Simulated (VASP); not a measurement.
# Bi3SbO3 (P4mm) in VASP: further runs

Runs on Bi3SbO3. Level: PBE. Tasks: relaxation of cell and atoms.

Everything below comes from runs of VASP 6.6.1. Logs are shortened: lines on timing, memory, paths and dates and some standing lists are left out, and cuts for length are marked.

### Step 1. Starting point

The structure is tetragonal, space group P4mm (No. 99). The conventional cell has a = 3.930 Å, b = 3.930 Å, c = 9.493 Å, α = 90.00°, β = 90.00°, γ = 90.00°. Around Sb (site symmetry 4mm) lie 8 Bi at 3.18 to 3.62 Å. Around Bi (site symmetry 4mm) lie 4 O at 2.31 Å. Bi (site symmetry 4mm) has 4 O at 2.36 Å as nearest neighbours. Bi (site symmetry 4mm) has 1 O at 2.17 Å as nearest neighbours. Around O (site symmetry 2mm) lie 4 Bi at 2.31 to 2.36 Å. Around O (site symmetry 4mm) lie 1 Bi at 2.17 Å.

The cell was built by a generator and needn't be a form met in nature.

### Step 2. Relaxation of cell and atoms, PBE

INCAR reads:

```
SYSTEM = Bi3SbO3
PREC     = Accurate       ! precision mode
ENCUT    = 520            ! plane-wave cutoff, eV
EDIFF    = 1E-6           ! SCF threshold, eV
ISMEAR   = 0              ! smearing method
SIGMA    = 0.1            ! smearing width, eV
LREAL    = .False.        ! projectors in reciprocal space
LASPH    = .True.         ! aspherical terms in the spheres
NELM     = 120            ! most SCF steps
ALGO     = Normal         ! electronic algorithm
ISIF     = 3              ! what is computed and relaxed
LWAVE    = .False.        ! write WAVECAR
LCHARG   = .False.        ! write CHGCAR
GGA      = PE             ! functional
IBRION   = 2              ! ionic algorithm
NSW      = 90             ! ionic steps
EDIFFG   = -0.01          ! ionic threshold
KPAR     = 4
```

KPOINTS reads:

```
regular mesh
0
Gamma
  8 8 4
  0 0 0
```

POSCAR reads:

```
Bi3SbO3
1.0
    3.9300000000      0.0000000000      0.0000000000
    0.0000000000      3.9300000000      0.0000000000
    0.0000000000      0.0000000000      9.4930000000
Sb Bi O
1 3 3
Direct
    0.0000000000      0.0000000000      0.3722743100
    0.5000000000      0.5000000000      0.1274623400
    0.0000000000      0.0000000000      0.8616875600
    0.5000000000      0.5000000000      0.5355525100
    0.0000000000      0.5000000000      0.9996839800
    0.5000000000      0.0000000000      0.9996839800
    0.5000000000      0.5000000000      0.7638259800
```

Potentials or basis: VASP PAW PBE potentials, release 64 (Sb, Bi_d, O).

The run is started by

```bash
> cat potpaw_PBE.64/Sb/POTCAR potpaw_PBE.64/Bi_d/POTCAR potpaw_PBE.64/O/POTCAR > POTCAR
> mpirun -np 4 vasp_std > vasp.out
```

OUTCAR:

```text
SYSTEM = Bi3SbO3
   PREC = Accurate
   ENCUT = 520
   EDIFF = 1E-6
   ISMEAR = 0
   LREAL = .False.
   LASPH = .True.
   NELM = 120
   ISIF = 3
   GGA = PE
   IBRION = 2
   NSW = 90
   EDIFFG = -0.01

 ion  position               nearest neighbor table
   1  0.000  0.000  0.372-   4 3.18   4 3.18   4 3.18   4 3.18   2 3.62   2 3.62   2 3.62   2 3.62

   2  0.500  0.500  0.127-   5 2.31   6 2.31   6 2.31   5 2.31   1 3.62   1 3.62   1 3.62   1 3.62
                             3 3.75   3 3.75   3 3.75   3 3.75   4 3.87
   3  0.000  0.000  0.862-   5 2.36   6 2.36   5 2.36   6 2.36   7 2.93   7 2.93   7 2.93   7 2.93
                             2 3.75   2 3.75   2 3.75   2 3.75
   4  0.500  0.500  0.536-   7 2.17   1 3.18   1 3.18   1 3.18   1 3.18   2 3.87
   5  0.000  0.500  1.000-   2 2.31   2 2.31   3 2.36   3 2.36
   6  0.500  0.000  1.000-   2 2.31   2 2.31   3 2.36   3 2.36
   7  0.500  0.500  0.764-   4 2.17   3 2.93   3 2.93   3 2.93   3 2.93

  LATTYP: Found a simple tetragonal cell.
 ALAT       =     3.9300000000
 C/A-ratio  =     2.4155216285

  Lattice vectors:

 A1 = (   3.9300000000,   0.0000000000,   0.0000000000)
 A2 = (   0.0000000000,   3.9300000000,   0.0000000000)
 A3 = (   0.0000000000,   0.0000000000,   9.4930000000)

Analysis of symmetry for initial positions (statically):
=====================================================================
 Subroutine PRICEL returns:
 Original cell was already a primitive cell.

 Routine SETGRP: Setting up the symmetry group for a
 simple tetragonal supercell.

 Subroutine GETGRP returns: Found  8 space group operations
 (whereof  8 operations were pure point group operations)
 out of a pool of 16 trial point group operations.

The static configuration has the point symmetry C_4v.

Analysis of symmetry for dynamics (positions and initial velocities):
=====================================================================
 Subroutine PRICEL returns:
 Original cell was already a primitive cell.

 Routine SETGRP: Setting up the symmetry group for a
 simple tetragonal supercell.

 Subroutine GETGRP returns: Found  8 space group operations
 (whereof  8 operations were pure point group operations)
 out of a pool of 16 trial point group operations.

The dynamic configuration has the point symmetry C_4v.

 Subroutine INISYM returns: Found  8 space group operations
 (whereof  8 operations are pure point group operations),
 and found     1 'primitive' translations

----------------------------------------------------------------------------------------

                                     Primitive cell

  volume of cell :     146.6184

  direct lattice vectors                    reciprocal lattice vectors
     3.930000000  0.000000000  0.000000000     0.254452926  0.000000000  0.000000000
     0.000000000  3.930000000  0.000000000     0.000000000  0.254452926  0.000000000
     0.000000000  0.000000000  9.493000000     0.000000000  0.000000000  0.105340777

  length of vectors
     3.930000000  3.930000000  9.493000000     0.254452926  0.254452926  0.105340777

  position of ions in fractional coordinates (direct lattice)
     0.000000000  0.000000000  0.372274310
     0.500000000  0.500000000  0.127462340
     0.000000000  0.000000000  0.861687560
     0.500000000  0.500000000  0.535552510
     0.000000000  0.500000000  0.999683980
     0.500000000  0.000000000  0.999683980
     0.500000000  0.500000000  0.763825980

  ion indices of the primitive-cell ions
   primitive index   ion index
                 1           1
                 2           2
                 3           3
                 4           4
                 5           5
                 6           6
                 7           7

----------------------------------------------------------------------------------------

 KPOINTS: regular mesh

Automatic generation of k-mesh.
 Grid dimensions read from file:
 generate k-points for:    8    8    4

 Generating k-lattice:

  Cartesian coordinates                     Fractional coordinates (reciprocal lattice)
     0.031806616  0.000000000  0.000000000     0.125000000  0.000000000  0.000000000
     0.000000000  0.031806616  0.000000000     0.000000000  0.125000000  0.000000000
     0.000000000  0.000000000  0.026335194     0.000000000  0.000000000  0.250000000

  Length of vectors
     0.031806616  0.031806616  0.026335194

  Shift w.r.t. Gamma in fractional coordinates (k-lattice)
     0.000000000  0.000000000  0.000000000

 Subroutine IBZKPT returns following result:
 ===========================================

 Found     45 irreducible k-points:

 Following reciprocal coordinates:
            Coordinates               Weight
  0.000000  0.000000  0.000000      1.000000
  0.125000  0.000000  0.000000      4.000000
  0.250000  0.000000  0.000000      4.000000
  0.375000  0.000000  0.000000      4.000000
  0.500000  0.000000  0.000000      2.000000
  0.125000  0.125000  0.000000      4.000000
[... 16 lines left out ...]
  0.375000  0.125000  0.250000     16.000000
  0.500000  0.125000  0.250000      8.000000
 [... further k-points ...]
   k-points           NKPTS =     45   k-points in BZ     NKDIM =     45   number of bands    NBANDS=     40
   number of dos      NEDOS =    301   number of ions     NIONS =      7
   total plane-waves  NPLWV =  64800
   dimension x,y,z NGX =    30 NGY =   30 NGZ =   72
   dimension x,y,z NGXF=    60 NGYF=   60 NGZF=  144
   ions per type =               1   3   3
   NGX,Y,Z   is equivalent  to a cutoff of  12.69, 12.69, 12.61 a.u.
   NGXF,Y,Z  is equivalent  to a cutoff of  25.38, 25.38, 25.22 a.u.
 SYSTEM =  Bi3SbO3
   PREC   = accura    normal or accurate (medium, high low for compatibility)
   ISTART =      0    job   : 0-new  1-cont  2-samecut
   ICHARG =      2    charge: 1-file 2-atom 10-const
   ISPIN  =      1    spin polarized calculation?
   LNONCOLLINEAR =      F non collinear calculations
   LSORBIT =      F    spin-orbit coupling
   LASPH  =      T    aspherical Exc in radial PAW
   ENCUT  =  520.0 eV  38.22 Ry    6.18 a.u.   7.31  7.31 17.65*2*pi/ulx,y,z
   NELM   =    120;   NELMIN=  2; NELMDL= -5     # of ELM steps
   EDIFF  = 0.1E-05   stopping-criterion for ELM
   LREAL  =      F    real-space projection
   EDIFFG = -.1E-01   stopping-criterion for IOM
   NSW    =     90    number of steps for IOM
   IBRION =      2    ionic relax: 0-MD 1-quasi-New 2-CG
   NFREE  =      1    steps in history (QN), initial steepest desc. (CG)
   ISIF   =      3    stress and relaxation
   ISYM   =      2    0-nonsym 1-usesym 2-fastsym
   POTIM  = 0.5000    time-step for ionic-motion
   TEBEG  =    0.0;   TEEND  =   0.0 temperature during run
   PSTRESS=    0.0 pullay stress
   NELECT =      68.0000    total number of electrons
   NUPDOWN=      -1.0000    fix difference up-down
   EMIN   =  10.00;   EMAX   =-10.00  energy-range for DOS
   EFERMI =   0.00;   METHOD = LEGACY
   ISMEAR =     0;   SIGMA  =   0.10  broadening in eV -4-tet -1-fermi 0-gaus
   EFERMI_NEDOS =   21; number of points for ismear=-14 and -15
   IALGO  =     38    algorithm
   IMIX   =      4    mixing-type and parameters
     AMIX     =   0.40;   BMIX     =  1.00
     AMIX_MAG =   1.60;   BMIX_MAG =  1.00
  volume/ion in A,a.u.               =      20.95       141.35
  Fermi-wavevector in a.u.,A,eV,Ry     =   1.267209  2.394678 21.848492  1.605819
  Thomas-Fermi vector in A             =   2.400369
   LORBIT       =      0    0 simple, 1 ext, 2 COOP (PROOUT), +10 PAW based schemes
   GGA     = PE    functional components
   LHFCALC =     F    Hartree Fock is set to
   AEXX    =    0.0000 exact exchange contribution
   IVDW    =     0    specifies the selected vdW correction
   LEPSILON=     F    determine dielectric tensor
   LRPA    =     F    only Hartree local field effects (RPA)
 conjugate gradient relaxation of ions
 non-spin polarized calculation
 Gauss-broadening in eV      SIGMA  =   0.10
  energy-cutoff  :      520.00
  volume of cell :      146.62
 maximum number of plane-waves:      3996
 NGX is ok and might be reduce to    30
   NGX = 15   NGY = 15   NGZ = 35

--------------------------------------- Ionic step        1  -------------------------------------------

 number of electron      67.9999991 magnetization

 Free energy of the ion-electron system (eV)
  ---------------------------------------------------
  ext. energy  EPLUGINS =         0.00000000
  ---------------------------------------------------
  free energy    TOTEN  =       -35.49369036 eV

  energy without entropy =      -35.48579249  energy(sigma->0) =      -35.48974143

------------------------ aborting loop because EDIFF is reached ----------------------------------------

  FORCE on cell =-STRESS in cart. coord.  units (eV):
  Direction    XX          YY          ZZ          XY          YZ          ZX
  --------------------------------------------------------------------------------------
  -------------------------------------------------------------------------------------
  Total       -0.4055745     -0.4055745      0.6908025      0.0000000      0.0000000      0.0000000
  in kB       -4.4319270     -4.4319270      7.5487646      0.0000000      0.0000000      0.0000000
  external PRESSURE =      -0.4383631 kB  Pullay stress =       0.0000000 kB
[... 104 lines left out ...]
  FREE ENERGIE OF THE ION-ELECTRON SYSTEM (eV)
  ---------------------------------------------------
  free  energy   TOTEN  =       -35.5051169478 eV

  energy  without entropy=      -35.4980815140  energy(sigma->0) =      -35.50159923

[... ionic steps 4 to 14 ...]

--------------------------------------- Ionic step       15  -------------------------------------------

 number of electron      67.9999979 magnetization

------------------------ aborting loop because EDIFF is reached ----------------------------------------

  FORCE on cell =-STRESS in cart. coord.  units (eV):
  Direction    XX          YY          ZZ          XY          YZ          ZX
  --------------------------------------------------------------------------------------
  -------------------------------------------------------------------------------------
  Total       -0.0004900     -0.0004900      0.0931861      0.0000000      0.0000000      0.0000000
  in kB       -0.0053743     -0.0053743      1.0220770      0.0000000      0.0000000      0.0000000
  external PRESSURE =       0.3371095 kB  Pullay stress =       0.0000000 kB
[... 67 lines left out ...]
  energy  without entropy=      -35.5043944938  energy(sigma->0) =      -35.50781229

--------------------------------------- Ionic step       17  -------------------------------------------

 number of electron      67.9999980 magnetization

 Free energy of the ion-electron system (eV)
  ---------------------------------------------------
  ext. energy  EPLUGINS =         0.00000000
  ---------------------------------------------------
  free energy    TOTEN  =       -35.51124137 eV

  energy without entropy =      -35.50442293  energy(sigma->0) =      -35.50783215

 E-fermi :   7.2552     XC(G=0): -10.1892

 val. band max:        7.2470895106   @ k =   0.5000   0.3750   0.5000
 cond. band min:       7.2876667194   @ k =   0.1250   0.1250   0.5000
 fundamental gap:      0.0405772088
 Fermi energy:         7.2551913721

 k-point     1 :       0.0000    0.0000    0.0000
  band No.  band energies     occupation
      1     -16.7428      2.00000
      2     -16.6359      2.00000
      3     -16.6152      2.00000
      4     -16.6152      2.00000
      5     -16.5435      2.00000
      6     -16.5277      2.00000
[... 1021 lines left out ...]
     39      10.2547      0.00000
     40      10.7034      0.00000

 [... further k-points ...]

------------------------ aborting loop because EDIFF is reached ----------------------------------------

  FORCE on cell =-STRESS in cart. coord.  units (eV):
  Direction    XX          YY          ZZ          XY          YZ          ZX
  --------------------------------------------------------------------------------------
  -------------------------------------------------------------------------------------
  Total       -0.0332325     -0.0332325     -0.0018314      0.0000000      0.0000000     -0.0000000
  in kB       -0.3643320     -0.3643320     -0.0200777      0.0000000      0.0000000     -0.0000000
  external PRESSURE =      -0.2495806 kB  Pullay stress =       0.0000000 kB
[... 22 lines left out ...]
  FREE ENERGIE OF THE ION-ELECTRON SYSTEM (eV)
  ---------------------------------------------------
  free  energy   TOTEN  =       -35.5112413749 eV

  energy  without entropy=      -35.5044229306  energy(sigma->0) =      -35.50783215

 reached required accuracy - stopping structural energy minimisation
```

Run time: 19 min. Hardware: 4 MPI ranks of AMD EPYC 7R43 (Zen 3), shared host; peak memory 0.38 GiB.

Results:

```
Free energy                            : -35.5112 eV
Relaxed volume                         : 20.88 Å³/atom
Relaxed cell                           : a = 3.893 Å, b = 3.893 Å, c = 9.645 Å, α = 90.00°, β = 90.00°, γ = 90.00°
Space group after relaxing (to 0.05 Å) : P4mm (No. 99)
Energy gained by relaxing              : 2.5 meV/atom
Ionic steps                            : 17
Pressure after relaxing                : 0.0 GPa
Largest force after relaxing           : 0.010 eV/Å
Band gap on the k mesh                 : none (metal or under the smearing width)
```

Forces in eV/Å, atoms in the order of the input:
```
Sb   0.000  0.000  0.006
Bi   0.000  0.000 -0.001
Bi   0.000  0.000  0.002
Bi   0.000  0.000  0.000
O    0.000  0.000  0.002
O    0.000  0.000  0.002
O    0.000  0.000 -0.010
```

The path:
```tsv
step	energy change (eV)	largest force (eV/Å)	pressure (GPa)	volume (Å³)
1	0.0000	0.1890	-0.04	146.62
2	-0.0071	0.1432	-0.15	146.49
3	-0.0114	0.2073	-0.30	146.31
4	-0.0152	0.0961	0.16	145.61
5	-0.0154	0.0864	0.29	145.39
6	-0.0165	0.0666	0.08	145.81
7	-0.0166	0.0873	0.00	145.96
8	-0.0170	0.0471	-0.02	146.06
9	-0.0171	0.0271	-0.04	146.19
10	-0.0173	0.0340	0.01	146.11
11	-0.0173	0.0559	0.09	146.01
12	-0.0173	0.0527	0.10	146.01
13	-0.0174	0.0424	0.07	146.04
14	-0.0175	0.0303	0.03	146.08
15	-0.0175	0.0312	0.03	146.08
16	-0.0175	0.0161	0.01	146.11
17	-0.0176	0.0097	-0.02	146.14
```

Final structure:
```cif
data_structure
_symmetry_space_group_name_H-M 'P 1'
_symmetry_Int_Tables_number 1
_cell_length_a 3.8925
_cell_length_b 3.8925
_cell_length_c 9.6453
_cell_angle_alpha 90.000
_cell_angle_beta 90.000
_cell_angle_gamma 90.000
_cell_volume 146.14
loop_
_atom_site_label
_atom_site_type_symbol
_atom_site_fract_x
_atom_site_fract_y
_atom_site_fract_z
_atom_site_occupancy
Sb1 Sb 0.00000 0.00000 0.36683 1
Bi1 Bi 0.50000 0.50000 0.13074 1
Bi2 Bi 0.00000 0.00000 0.86354 1
Bi3 Bi 0.50000 0.50000 0.53659 1
O1 O 0.00000 0.50000 0.00037 1
O2 O 0.50000 0.00000 0.00037 1
O3 O 0.50000 0.50000 0.76175 1
```

Caveat: spin-orbit coupling is left out, which moves the levels of the heavy elements.

### Step 3. Relaxation of cell and atoms, PBE

This run uses another cell than the first one, of 20.88 Å³/atom, 0.997 times its volume.

Edit INCAR of step 2 so:

```diff
@@ -3,3 +3,3 @@
 ENCUT    = 520            ! plane-wave cutoff, eV
-EDIFF    = 1E-6           ! SCF threshold, eV
+EDIFF    = 1E-7           ! SCF threshold, eV
 ISMEAR   = 0              ! smearing method
@@ -15,4 +15,5 @@
 IBRION   = 2              ! ionic algorithm
-NSW      = 90             ! ionic steps
-EDIFFG   = -0.01          ! ionic threshold
+NSW      = 60             ! ionic steps
+EDIFFG   = -0.005         ! ionic threshold
+POTIM    = 0.3            ! step
 KPAR     = 4
```

KPOINTS is that of step 2.

POSCAR reads:

```
Bi3SbO3                                 
1.0
    3.8925117425      0.0000000000     -0.0000000000
    0.0000000000      3.8925117425      0.0000000000
   -0.0000000000      0.0000000000      9.6453112702
  Sb              Bi              O             
     1     3     3
Direct
     0.0000000000000000    0.0000000000000000    0.3668249816214570
     0.5000000000000000    0.5000000000000000    0.1307384109403789
     0.0000000000000000    0.0000000000000000    0.8635421218512360
     0.5000000000000000    0.5000000000000000    0.5365874521689261
     0.0000000000000000    0.5000000000000000    0.0003662165733988
     0.5000000000000000    0.0000000000000000    0.0003662165733988
     0.5000000000000000    0.5000000000000000    0.7617452602712099
```

Potentials or basis: VASP PAW PBE potentials, release 64 (Sb, Bi_d, O).

The run is started by

```bash
> cat potpaw_PBE.64/Sb/POTCAR potpaw_PBE.64/Bi_d/POTCAR potpaw_PBE.64/O/POTCAR > POTCAR
> mpirun -np 4 vasp_std > vasp.out
```

Run time: 3.6 min. Hardware: 4 MPI ranks of AMD EPYC 7R43 (Zen 3), shared host; peak memory 0.35 GiB.

The run converged. Its results:

| Item | Value |
| --- | --- |
| Free energy | -35.5110 eV |
| Relaxed volume | 20.87 Å³/atom |
| Relaxed cell | a = 3.892 Å, b = 3.892 Å, c = 9.645 Å, α = 90.00°, β = 90.00°, γ = 90.00° |
| Space group after relaxing (to 0.05 Å) | P4mm (No. 99) |
| Energy gained by relaxing | 0.0 meV/atom |
| Ionic steps | 2 |
| Pressure after relaxing | 0.0 GPa |
| Largest force after relaxing | 0.005 eV/Å |
| Band gap on the k mesh | none (metal or under the smearing width) |

Forces on the atoms (eV/Å):
```
Sb   0.000  0.000  0.004
Bi   0.000  0.000  0.005
Bi   0.000  0.000 -0.003
Bi   0.000  0.000 -0.002
O    0.000  0.000  0.001
O    0.000  0.000  0.001
O    0.000  0.000 -0.005
```

Final structure:
```cif
data_structure
_symmetry_space_group_name_H-M 'P 1'
_symmetry_Int_Tables_number 1
_cell_length_a 3.8919
_cell_length_b 3.8919
_cell_length_c 9.6450
_cell_angle_alpha 90.000
_cell_angle_beta 90.000
_cell_angle_gamma 90.000
_cell_volume 146.09
loop_
_atom_site_label
_atom_site_type_symbol
_atom_site_fract_x
_atom_site_fract_y
_atom_site_fract_z
_atom_site_occupancy
Sb1 Sb 0.00000 0.00000 0.36684 1
Bi1 Bi 0.50000 0.50000 0.13074 1
Bi2 Bi 0.00000 0.00000 0.86355 1
Bi3 Bi 0.50000 0.50000 0.53659 1
O1 O 0.00000 0.50000 0.00037 1
O2 O 0.50000 0.00000 0.00037 1
O3 O 0.50000 0.50000 0.76172 1
```

Levels at points of the mesh, in eV from the Fermi level:
```csv
k point,band 30,band 31,band 32,band 33,band 34,band 35,band 36,band 37,band 38,band 39
"(0.00, 0.00, 0.00)",-2.79,-2.79,-0.96,-0.96,-0.69,0.21,1.46,2.28,2.28,2.83
"(0.50, 0.00, 0.00)",-3.21,-2.51,-1.82,-0.86,0.97,1.11,1.60,1.62,2.84,3.34
"(0.50, 0.50, 0.00)",-2.82,-2.82,-2.63,-2.62,-0.85,-0.55,-0.55,2.03,2.45,2.45
"(0.00, 0.00, 0.50)",-2.81,-2.57,-0.96,-0.86,-0.86,-0.09,2.07,2.07,2.32,2.49
"(0.50, 0.00, 0.50)",-2.89,-2.52,-1.78,-0.88,0.73,1.11,1.63,1.72,2.95,3.24
"(0.50, 0.50, 0.50)",-3.39,-2.99,-2.63,-2.62,-1.01,-0.04,-0.04,1.68,2.24,2.24
```

Caveat: spin-orbit coupling is left out, which moves the levels of the heavy elements.
